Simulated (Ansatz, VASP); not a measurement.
# Cross-check of Al5CN (CN/Al(110)) between VASP and Ansatz

Wanted: the spread between two codes on one cell, functional and k mesh. Of the first pair: The cell is taken from a series of runs on this material, whose earlier steps may have relaxed, scaled, displaced or heated it; both programs get it as it stands.

Main program and level: Ansatz 0.2.0; plane waves, with VASP 6.6.1 beside it; single point at PBE.

## 1. The starting structure

The cell holds 7 atoms: 5 Al, 1 C and 1 N. Its edges and angles: a = 4.050 Å, b = 2.864 Å, c = 21.408 Å, α = 90.0°, β = 90.0°, γ = 90.0°. Vacuum lies along c.

Coordinates:

```xyz
7
Lattice="4.0500 0.0000 0.0000 0.0000 2.8638 0.0000 0.0000 0.0000 21.4076" Properties=species:S:1:pos:R:3
Al    0.0000    0.0000    7.0000
Al    2.0250    1.4319    8.4319
Al    0.0000    0.0000    9.8638
Al    2.0250    1.4319   11.3771
Al    0.0000    0.0000   12.6784
C     2.0250    1.4319   13.5253
N     2.0250    1.4319   14.7168
```

## 2. VASP: single point, PBE, pair 1

With cell and atoms fixed, the geometry can't cause a difference; cores, projectors, grids and the points listed under the comparison can.

Lines of VASP's logs that name or quote its potential files are left out, and so is its time.

INCAR

```
SYSTEM = Al5CN
PREC = Accurate
ENCUT = 520
EDIFF = 1E-06
NELM = 120
ISMEAR = -1
SIGMA = 0.1
LREAL = .FALSE.
ALGO = Normal
GGA = PE
NBANDS = 19
LORBIT = 11
LWAVE = .FALSE.
LCHARG = .FALSE.
ISIF = 2
LDIPOL = .TRUE.
IDIPOL = 3
DIPOL = 0.5 0.5 0.52
LVHAR = .TRUE.
LASPH = .TRUE.
GGA_COMPAT = .FALSE.
NELMDL = -8
KPAR = 2
```

POSCAR

```
Al5CN
1.0
    4.0500000000      0.0000000000      0.0000000000
    0.0000000000      2.8637824638      0.0000000000
    0.0000000000      0.0000000000     21.4075649276
Al C N
5 1 1
Direct
    0.0000000000      0.0000000000      0.3269872133
    0.5000000000      0.5000000000      0.3938743739
    0.0000000000      0.0000000000      0.4607615344
    0.5000000000      0.5000000000      0.5314518138
    0.0000000000      0.0000000000      0.5922384121
    0.5000000000      0.5000000000      0.6318003821
    0.5000000000      0.5000000000      0.6874575881
```

KPOINTS

```
Automatic mesh
0
Gamma
8 11 1
0 0 0
```

Potentials, in the order of the species: Al, C and N (PBE family, release 64).

Started as:

```
$ mpirun -np 2 vasp_std
```

Numbers of over 12 decimals in the logs are rounded to 6 here.

The program printed:

```text
[banner, memory and clock lines left out]
running    2 mpi-ranks, on    1 nodes
 distrk:  each k-point on    1 cores,    2 groups
 distr:  one band on    1 cores,    1 groups

 POSCAR found type information on POSCAR AlC N
 POSCAR found :  3 types and       7 ions
 LDA part: xc-table for (Slater+PW92), standard interpolation
 POSCAR, INCAR and KPOINTS ok, starting setup
 FFT: planning ... GRIDC
 FFT: planning ... GRID_SOFT
 FFT: planning ... GRID
 WAVECAR not read
 entering main loop
       N       E                     dE             d eps       ncg     rms          rms(c)
DAV:   1     0.111400664021E+03    0.11140E+03   -0.84005E+03  1140   0.940E+02
DAV:   2    -0.182667901054E+02   -0.12967E+03   -0.12582E+03  1638   0.175E+02
DAV:   3    -0.349919161187E+02   -0.16725E+02   -0.16373E+02  1485   0.655E+01
DAV:   4    -0.356293997800E+02   -0.63748E+00   -0.63247E+00  1684   0.156E+01
DAV:   5    -0.356496295861E+02   -0.20230E-01   -0.20223E-01  1760   0.250E+00
DAV:   6    -0.356499947612E+02   -0.36518E-03   -0.36515E-03  1724   0.293E-01
DAV:   7    -0.356500130108E+02   -0.18250E-04   -0.18249E-04  1883   0.524E-02
DAV:   8    -0.356500132500E+02   -0.23912E-06   -0.23922E-06  1671   0.549E-03    0.904E+00
DAV:   9    -0.369725729302E+02   -0.13226E+01   -0.56221E+01  1493   0.316E+01    0.837E+00
DAV:  10    -0.335762543418E+02    0.33963E+01   -0.63958E+01  1784   0.293E+01    0.424E+00
DAV:  11    -0.327866485559E+02    0.78961E+00   -0.10977E+01  1520   0.119E+01    0.211E+00
DAV:  12    -0.327348510390E+02    0.51798E-01   -0.10686E+00  1492   0.547E+00    0.888E-01
DAV:  13    -0.327186391628E+02    0.16212E-01   -0.84672E-02  1593   0.199E+00    0.342E-01
DAV:  14    -0.327184705553E+02    0.16861E-03   -0.22965E-02  1425   0.858E-01    0.173E-01
[...]
DAV:  20    -0.327158147083E+02   -0.10973E-03   -0.13510E-04  1479   0.447E-02    0.114E-02
DAV:  21    -0.327158727717E+02   -0.58063E-04   -0.45616E-05  1705   0.275E-02    0.687E-03
DAV:  22    -0.327159031194E+02   -0.30348E-04   -0.96054E-06  1633   0.139E-02    0.356E-03
DAV:  23    -0.327159477218E+02   -0.44602E-04   -0.10093E-05  1413   0.125E-02    0.253E-03
DAV:  24    -0.327159487634E+02   -0.10416E-05   -0.70484E-07  1003   0.495E-03    0.154E-03
DAV:  25    -0.327159561939E+02   -0.74306E-05   -0.61788E-07   961   0.371E-03    0.492E-04
DAV:  26    -0.327159595705E+02   -0.33766E-05   -0.27948E-07   886   0.262E-03    0.798E-04
DAV:  27    -0.327159600688E+02   -0.49832E-06   -0.36845E-08   839   0.130E-03
   1 F= -.32715960E+02 E0= -.32673232E+02  d E =-.854569E-01
```

From OUTCAR (step 2):

```text
ion  position               nearest neighbor table
   1  0.000  0.000  0.327-   2 2.86   2 2.86   2 2.86   2 2.86   3 2.86
   2  0.500  0.500  0.394-   3 2.86   3 2.86   3 2.86   3 2.86   1 2.86   1 2.86   1 2.86   1 2.86
                             4 2.95
   3  0.000  0.000  0.461-   5 2.81   2 2.86   2 2.86   2 2.86   2 2.86   1 2.86   4 2.91   4 2.91
                             4 2.91   4 2.91
   4  0.500  0.500  0.531-   6 2.15   5 2.80   5 2.80   5 2.80   5 2.80   3 2.91   3 2.91   3 2.91
                             3 2.91   2 2.95
   5  0.000  0.000  0.592-   6 2.62   6 2.62   6 2.62   6 2.62   4 2.80   4 2.80   4 2.80   4 2.80
                             3 2.81
   6  0.500  0.500  0.632-   7 1.19   4 2.15   5 2.62   5 2.62   5 2.62   5 2.62
   7  0.500  0.500  0.687-   6 1.19

  LATTYP: Found a simple orthorhombic cell.
 ALAT       =     2.8637824638
 B/A-ratio  =     1.4142135624
 C/A-ratio  =     7.4752762119

 Subroutine GETGRP returns: Found  4 space group operations
 (whereof  4 operations were pure point group operations)

The static configuration has the point symmetry C_2v.

 Found     30 irreducible k-points:

   k-points           NKPTS =     30   k-points in BZ     NKDIM =     30   number of bands    NBANDS=     19

   dimension x,y,z NGX =    30 NGY =   24 NGZ =  160
   dimension x,y,z NGXF=    60 NGYF=   48 NGZF=  320

   ENCUT  =  520.0 eV  38.22 Ry    6.18 a.u.   7.53  5.32 39.80*2*pi/ulx,y,z

   NELECT =      24.0000    total number of electrons

 k-points in reciprocal lattice and weights: Automatic mesh
   0.00000000  0.00000000  0.00000000       0.011
   0.12500000  0.00000000  0.00000000       0.023
   0.25000000  0.00000000  0.00000000       0.023
   0.37500000  0.00000000  0.00000000       0.023
   0.50000000  0.00000000  0.00000000       0.011
   0.00000000  0.09090909  0.00000000       0.023
   0.12500000  0.09090909  0.00000000       0.045
   0.25000000  0.09090909  0.00000000       0.045
   0.37500000  0.09090909  0.00000000       0.045
[...]
0.37500000  0.45454545  0.00000000       0.045
   0.50000000  0.45454545  0.00000000       0.023

 dipolmoment           0.000000      0.000000      0.187609 electrons x Angstroem

 average (electrostatic) potential at core
       1 -81.1819       2 -81.0835       3 -81.1816       4 -81.1242       5 -81.6385
       6 -55.5334       7 -69.2300

 E-fermi :  -0.5717

 k-point     1 :       0.0000    0.0000    0.0000
  band No.  band energies     occupation
    ...
      9      -2.6900      2.00000
     10      -2.4247      2.00000
     11      -1.2588      1.99793
     12      -1.2374      1.99743
     13      -0.7657      1.74884
     14       0.9497      0.00000
     15       1.4229      0.00000
     16       2.0297      0.00000
     17       3.4387      0.00000
     18       3.6804      0.00000
    ...

 k-point     2 :       0.1250    0.0000    0.0000
  band No.  band energies     occupation
    ...
      8      -3.8260      2.00000
      9      -2.9372      2.00000
     10      -2.7792      2.00000
     11      -1.1615      1.99453
     12      -0.9459      1.95370
     13       0.0061      0.00617
     14       0.8739      0.00000
     15       2.1233      0.00000
     16       2.2797      0.00000
     17       3.1074      0.00000
    ...

 k-point     3 :       0.2500    0.0000    0.0000
  band No.  band energies     occupation
    ...
      8      -4.0954      2.00000
      9      -3.6389      2.00000
     10      -2.9224      2.00000
     11      -1.6949      1.99997
     12      -0.8486      1.88199
     13       0.6925      0.00001
     14       1.7691      0.00000
     15       2.5788      0.00000
     16       3.1013      0.00000
     17       3.9009      0.00000
    ...

  Total       -0.2742217     -0.9658294      0.5422180      0.0000000      0.0000000      0.0000000
  in kB       -1.7694982     -6.2323051      3.4988250      0.0000000      0.0000000      0.0000000
  external PRESSURE =      -1.5009928 kB  Pullay stress =       0.0000000 kB

  energy-cutoff  :      520.00
  volume of cell :      248.29
      direct lattice vectors                 reciprocal lattice vectors
     4.050000000  0.000000000  0.000000000     0.246913580  0.000000000  0.000000000
     0.000000000  2.863782464  0.000000000     0.000000000  0.349188534  0.000000000
     0.000000000  0.000000000 21.407564928     0.000000000  0.000000000  0.046712459

 POSITION                                       TOTAL-FORCE (eV/Angst)
 -----------------------------------------------------------------------------------
      0.00000      0.00000      7.00000         0.000000      0.000000      0.011267
      2.02500      1.43189      8.43189         0.000000      0.000000     -0.139342
      0.00000      0.00000      9.86378         0.000000      0.000000      0.130988
      2.02500      1.43189     11.37709         0.000000      0.000000     -0.001224
      0.00000      0.00000     12.67838         0.000000      0.000000     -0.001928
      2.02500      1.43189     13.52531         0.000000      0.000000     -0.339138
      2.02500      1.43189     14.71679         0.000000      0.000000      0.339377
 -----------------------------------------------------------------------------------
    total drift:                                0.000000      0.000000      0.000347

  FREE ENERGIE OF THE ION-ELECTRON SYSTEM (eV)
  ---------------------------------------------------
  free  energy   TOTEN  =       -32.7159600688 eV

  energy  without entropy=      -32.6305031452  energy(sigma->0) =      -32.67323161

 vacuum level on the upper side and lower side of the slab         6.742         3.815

 total charge
# of ion       s       p       d       tot
------------------------------------------
    1        0.476   0.280   0.000   0.756
    2        0.433   0.331   0.000   0.764
    3        0.433   0.322   0.000   0.755
    4        0.406   0.346   0.000   0.752
    5        0.490   0.253   0.000   0.743
    6        0.941   1.668   0.000   2.609
    7        1.348   2.409   0.000   3.758
--------------------------------------------------
tot          4.527   5.611   0.000  10.137

[... 3 further parts left out ...]
```

## 3. Ansatz: single point, PBE, pair 1

Ansatz runs on its default PAW (the set named soft_2) files.

The same cell, functional, mesh and smearing now go to Ansatz, which takes its cutoff from its data sets.

input.yaml

```yaml
crystal:
  lattice:
    - [4.05, 0.0, 0.0]
    - [0.0, 2.8637824638, 0.0]
    - [0.0, 0.0, 21.4075649276]
  atoms:
    - { symbol: Al, position: [0.0, 0.0, 0.3269872133] }
    - { symbol: Al, position: [0.5, 0.5, 0.3938743739] }
    - { symbol: Al, position: [0.0, 0.0, 0.4607615344] }
    - { symbol: Al, position: [0.5, 0.5, 0.5314518138] }
    - { symbol: Al, position: [0.0, 0.0, 0.5922384121] }
    - { symbol: C, position: [0.5, 0.5, 0.6318003821] }
    - { symbol: "N", position: [0.5, 0.5, 0.6874575881] }
kpoints:
  mp_grid: { grid: [8, 11, 1] }
hamiltonian:
  xc: pbe
scf:
  occupations: { method: fermi_dirac, width: 0.1 }
efield:
  axis: 3
  dipole_correction: true
  ramp_width: 0.05
output:
  forces: true
  band_densities: [{ e_range: [-1.0, 0] }, { e_range: [0, 1.0] }]
  write_potential: true
  write_density: true
  volumetric_format: npy
```

Started as:

```
$ ansatz run input.yaml --threads 2 --pin off --max-ram 4096MiB --backend cpu --events-out ev --progress --plain --runs-dir out
```

The program printed:

```text
Engine: ansatz 0.2.0, x86_64-unknown-linux-gnu
Pseudopotentials: kind: paw
Pseudopotential: Al, paw, valence charge 3, recommended cutoff 420 eV (normal), Al.paw.azcp
Pseudopotential: C, paw, valence charge 4, recommended cutoff 420 eV (normal), C.paw.azcp
Pseudopotential: N, paw, valence charge 5, recommended cutoff 420 eV (normal), N.paw.azcp
Functional definition: PBE
  parameter kappa = 0.804
  parameter beta = 0.066725
  exchange = pbe_x(kappa = kappa, mu = beta*pi^2/3)
  correlation = pbe_c(beta = beta)
Crystal: 7 atoms, lattice volume = 248.292 Å³
Basis set: ecut = 420 eV, 4855 PW (Γ), exchange–correlation on 60×40×288 points (8 copies of the dense FFT grid, shifted against one another)
Bands: 19, of which v1, the nominal top of the filled ones, is band 12 counted from 1 (11 counted from 0)
Symmetry: 4 space group operations
Space group: Pmm2 (ITA 25), of the structure as read, at distance tolerance 6.3e-5 Å
k-points: 30 of 88
Non-local potential: Al, projectors of the file, l = 0: 2, l = 1: 2, l = 2: 1
Non-local potential: C, projectors of the file, l = 0: 2, l = 1: 2, l = 2: 1
Non-local potential: N, projectors of the file, l = 0: 2, l = 1: 2, l = 2: 1
PAW form: soft (Blöchl's): semilocal exchange-correlation on the pseudo side does not see the compensation charge
PAW one-centre angular grid: Al, 110 points (default); XC on 64 Gauss nodes
PAW one-centre angular grid: C, 110 points (default); XC on 64 Gauss nodes
PAW one-centre angular grid: N, 110 points (default); XC on 64 Gauss nodes
Initial density: superposition of atomic densities (neutral atoms: chi_scale 0, normalization atom), corrected by the library's trained network
Initial wavefunctions: pseudopotential atomic-orbital guess
Functional: x = pbe(κ = 0.804, μ = 0.219515), c = pbe(β = 0.066725)
SCF iter   1: F=—  HF=-3318.909968 eV  |F-HF|=—  |Δ(HF+E_count)|=         —  Δρ=5.95e-3  dr2=3.40e-1  ethr=1.77e-3  p=-0.146 e·Å  D=-1.06e-1 V/Å  ΔV_dip=2.27 eV  dr2_dipole=1.34e-1  V_vac-E_F(+/−)=6.55/4.28 eV  ⟨swp⟩=8.4  Hψ=4140  notcnv=0
efield: sawtooth ramp at fractional position 0.9822 (placed from the atoms, in the widest stretch of the axis that holds none; the zero of the levels goes with the place), width 0.0500; the density the first Hamiltonian is built on has a dipole p = -0.146 e·Å; the dipole correction subtracts the counter field D = -1.06e-1 V/Å, which shifts the + side's vacuum level by +2.27 eV against the − side's; the planar-averaged density in the ramp window peaks in size at 7.9e-5 e/Å³
preconditioner: auto → LDOS  [metal: Δε(μ)=0.008 eV  Ē_g=6.920 eV  σ=0.100 eV  W_gap=0.02  n_scr=26 (ndim 8)  ℏωp=11.1 eV  f_vac=0.482  D(μ)=2.41/eV (n_scr^D=8)  β→1.0]
SCF iter   2: F=—  HF=-3318.889738 eV  |F-HF|=—  |Δ(HF+E_count)|=   2.02e-2  Δρ=5.55e-3  dr2=1.20e-1  ethr=1.42e-3  p=-0.194 e·Å  D=-1.41e-1 V/Å  ΔV_dip=3.03 eV  dr2_dipole=1.52e-2  V_vac-E_F(+/−)=7.40/4.37 eV  ⟨swp⟩=2.0  Hψ=1179  notcnv=0  defer=10
SCF iter   3: F=—  HF=-3318.873749 eV  |F-HF|=—  |Δ(HF+E_count)|=   1.60e-2  Δρ=1.97e-3  dr2=1.34e-2  ethr=4.99e-4  p=-0.182 e·Å  D=-1.33e-1 V/Å  ΔV_dip=2.84 eV  dr2_dipole=1.35e-3  V_vac-E_F(+/−)=7.21/4.36 eV  ⟨swp⟩=2.0  Hψ=1115  notcnv=0  defer=10
SCF iter   4: F=—  HF=-3318.871745 eV  |F-HF|=—  |Δ(HF+E_count)|=   2.00e-3  Δρ=2.63e-4  dr2=3.47e-4  ethr=5.60e-5  p=-0.186 e·Å  D=-1.36e-1 V/Å  ΔV_dip=2.90 eV  dr2_dipole=1.47e-5  V_vac-E_F(+/−)=7.27/4.37 eV  ⟨swp⟩=2.7  Hψ=1020  notcnv=0  defer=10
SCF iter   5: F=—  HF=-3318.871743 eV  |F-HF|=—  |Δ(HF+E_count)|=   1.80e-6  Δρ=7.11e-5  dr2=2.77e-5  ethr=1.45e-6  p=-0.186 e·Å  D=-1.36e-1 V/Å  ΔV_dip=2.90 eV  dr2_dipole=2.10e-6  V_vac-E_F(+/−)=7.28/4.38 eV  ⟨swp⟩=2.6  Hψ=983  notcnv=0  defer=10
SCF iter   6: F=—  HF=-3318.871907 eV  |F-HF|=—  |Δ(HF+E_count)|=   1.64e-4  Δρ=1.46e-5  dr2=1.46e-6  ethr=1.16e-7  p=-0.186 e·Å  D=-1.36e-1 V/Å  ΔV_dip=2.90 eV  dr2_dipole=3.97e-7  V_vac-E_F(+/−)=7.28/4.38 eV  ⟨swp⟩=2.3  Hψ=931  notcnv=0  defer=10
SCF iter   7: F=-3318.871907 eV  HF=-3318.871907 eV  |F-HF|=4.31e-8  |Δ(HF+E_count)|=   2.26e-7  Δρ=2.43e-6  dr2=2.38e-8  ethr=4.17e-10  p=-0.186 e·Å  D=-1.36e-1 V/Å  ΔV_dip=2.90 eV  dr2_dipole=4.71e-9  V_vac-E_F(+/−)=7.28/4.38 eV  ⟨swp⟩=14.3  Hψ=5649  notcnv=0
SCF 1 converged in 7 iterations: F = -3318.871907 eV  dr2 = 2.38e-8
  greatest PAW one-centre occupation: 0.849 electrons in one spin orbital (limit 2), on the N atom at site 6 (counted from 0), in its partial waves of l = 0
WARN: The output density's exchange-correlation potential varies sharply where the density is thin. Do not read a vacuum level from v_tot or v_xc, or from such a field of the output density. On a cell that repeats whose density bears no net charge and no dipole along the vacuum's axis use v_es (v_loc + v_h of the components); under efield.dipole_correction with no amplitude use v_es + v_field, which holds any externa [...]
SCF converged after 7 iterations
Free energy (F): -3318.871907 eV
Harris-Foulkes:  -3318.871907 eV  (|F-HF|=4.31e-8)
Internal energy: -3318.786436 eV  (E = F + TS)
E sigma→0 (E₀):  -3318.829172 eV
Entropy (-TS):   -0.085471 eV (-12.210 meV/atom)
Fermi energy:    -0.379419 eV
Dipole field:    D = -0.135419 V/Å  (p = -0.185815 e·Å, saw-weighted, corrected)
Work function:   Φ+ = 7.2831 eV   Φ− = 4.3840 eV
Levels:          The Fermi level and band energies are counted from a zero that moves with the ramp; work functions are not
--- Per-component energies (eV) ---
  E_band       = -138.457525
  E_kinetic    = 322.624795
  E_local      = -5636.338044  (includes V_loc(G=0)·N_el)
  E_nonlocal   = 127.915120
  E_hartree    = 2680.599933
  E_xc         = -301.083122
  E_vxc        = -272.766085  (∫ρ·V_xc dr)
  E_paw        = -2562.261162  (= ΣΔE_a)
  E_vpaw       = -43.174670  (= ΣTr[D̂ρ^β])
  E_aug_tail   = 0.000090  (compensation charges beyond the density's cutoff)
  E_efield     = 0.012581  (sawtooth field / dipole correction)
  E_vefield    = 2.075015  (∫n·V_field dr)
  E_ewald      = 2049.743371
  E_smearing   = -0.085471  (= −TS)
  E_closure    = -0.000000  (closes the sum)
  Σ components = -3318.871907   (vs F -3318.871907, Δ=0.00e0)
--- Forces (eV/Å), atoms counted from 1 ---
  atom   1  Al     0.00000000     0.00000000     0.00985328
  atom   2  Al     0.00000000     0.00000000    -0.13895183
  atom   3  Al     0.00000000     0.00000000     0.13132526
  atom   4  Al     0.00000000     0.00000000    -0.00379941
  atom   5  Al     0.00000000     0.00000000    -0.00138683
  atom   6  C      0.00000000     0.00000000    -0.00667500
  atom   7  N      0.00000000     0.00000000     0.00964595
  max |Σ_I F_I| component: 1.14e-5 eV/Å
--- Band table (eV; the first three rows and the last of 30) ---
  k-point 0: bands = [... 8 lower, -2.4927, -2.2374, -1.0653, -1.0433, -0.5748, 1.1402, 1.6111, 2.2229, ... 3 higher]
  k-point 1: bands = [... 8 lower, -2.3635, -2.1100, -0.9468, -0.9220, -0.4266, 1.2535, 1.6628, 2.3325, ... 3 higher]
  k-point 2: bands = [... 8 lower, -1.9766, -1.7412, -0.6942, -0.5921, 0.0007, 1.0133, 1.5912, 1.6592, ... 3 higher]
  k-point 29: bands = [... 8 lower, -3.2135, -3.0278, -2.6130, -2.0565, -1.1065, -0.7360, 0.2098, 0.5059, ... 3 higher]
--- Band densities, each state counted as filled ---
  window                                       electrons  max residual (eV)  cut levels
  e_range: [-1, 0]                              3.159091             6.1e-9           0
  e_range: [0, 1]                               2.136364             2.8e-5           0
```

## 4. Comparison

Known differences besides the potentials themselves: the cutoff is 420 eV in Ansatz and 520 eV in VASP. Total energies have different zeros and are not compared.

The two programs side by side:

```csv
quantity,Ansatz,VASP,difference
"work function, lower of the two faces (eV)",4.38,4.39,0.00
"work function, higher of the two faces (eV)",7.28,7.31,-0.03
```

Forces (eV/Å; atoms numbered as in POSCAR):

```csv
atom,"Ansatz x, y, z","VASP x, y, z"
Al1,"0.000, 0.000, 0.010","0.000, 0.000, 0.011"
Al2,"0.000, 0.000, -0.139","0.000, 0.000, -0.139"
Al3,"0.000, 0.000, 0.131","0.000, 0.000, 0.131"
Al4,"0.000, 0.000, -0.004","0.000, 0.000, -0.001"
Al5,"0.000, 0.000, -0.001","0.000, 0.000, -0.002"
C6,"0.000, 0.000, -0.007","0.000, 0.000, -0.339"
N7,"0.000, 0.000, 0.010","0.000, 0.000, 0.339"
```

The forces differ by 102 meV/Å r.m.s., which is 90.6 % of the r.m.s. force of 0.113 eV/Å (both taken over all components). With vacuum in the cell, a pressure given here is an average over mostly empty space and none of the material.

[end of part 1 of 2]

[Lines on the potential files, build, host, timing and source positions are cut from VASP's logs without a mark.]

[Logs are printed without paths, hosts, clocks, repeated set-up lines and the standing remarks that a program may print on its own settings, such as how far it seeks lower states.]

[Hosts, paths, dates, database ids (printed as entryN), source tags and the programs' standing remarks are cut or masked in the printed files.]
